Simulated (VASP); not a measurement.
Energy against volume of LiCl (rock salt). Computed with r2SCAN meta-GGA, VASP's PBE PAW potentials (set 64) (plane waves; VASP). Numerical set-up: 520 eV cut-off, 9×9×9 Γ-centred mesh, Gaussian smearing of 0.050 eV, potentials Li_sv Cl.

```tsv
V (Å³/atom)	E (eV/atom)
16.005	-6.29230
16.500	-6.29427
16.995	-6.29271
17.490	-6.28804
```

Q: Fit these four points and predict the energy of the run at 15.510 Å³/atom.

A: A cubic in V^(−2/3), the third-order Birch-Murnaghan form, passes through the four points with V0 = 16.52 Å³/atom and B0 = 38 GPa, and gives -6.2863 eV/atom there. The run gave -6.2864 eV/atom, -0.0 meV/atom from the fit; all five points give B0 = 38 GPa.

The compound is LiCl in the rock salt structure. It was relaxed first.
